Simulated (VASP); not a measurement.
Consider the following.

```
CELL_PARAMETERS angstrom
      0.00000     2.77636     2.77636
      2.77636     0.00000     2.77636
      2.77636     2.77636     0.00000
ATOMIC_POSITIONS crystal
  Ga 0.00000 0.00000 0.00000
  As 0.25000 0.25000 0.25000
```

The numbers are results of r2SCAN meta-GGA, VASP's PBE PAW potentials (set 64) (plane waves; VASP), not measurements. Numerical set-up: 520 eV cut-off, 8×8×8 Γ-centred mesh, Gaussian smearing of 0.050 eV, potentials Ga_d As.

Problem. Give the stress tensor in GPa (positive for a compressed cell).

Solution. 
```
5.21  0.00  0.00
0.00  5.21  0.00
0.00  0.00  5.21
```
The pressure is its mean diagonal, 5.21 GPa.

The compound is GaAs in the zinc blende structure. This cell is one point of a volume scan, at 0.94 of the reference volume.
